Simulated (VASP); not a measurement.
Consider the following.

```yaml
crystal:
  lattice:
    - [0.00000, 2.35913, 2.35913]
    - [2.35913, 0.00000, 2.35913]
    - [2.35913, 2.35913, 0.00000]
  atoms:
    - { symbol: Zr, position: [0.00000, 0.00000, 0.00000] }
    - { symbol: C, position: [0.50000, 0.50000, 0.50000] }
```

All values below come from PBEsol GGA, VASP's PBE PAW potentials (set 64) (plane waves; VASP 6.6.1). Numerical set-up: 520 eV cut-off, 13×13×13 Γ-centred mesh, first-order Methfessel-Paxton smearing of 0.10 eV, potentials Zr_sv C.

**Question.** Give the stress tensor in GPa (positive for a compressed cell).

**Answer.** 
```
-6.61   0.00   0.00
 0.00  -6.61   0.00
 0.00   0.00  -6.61
```
The pressure is its mean diagonal, -6.61 GPa.

The compound is ZrC in the rock salt structure. This cell is one point of a volume scan, at 1.03 of the reference volume.
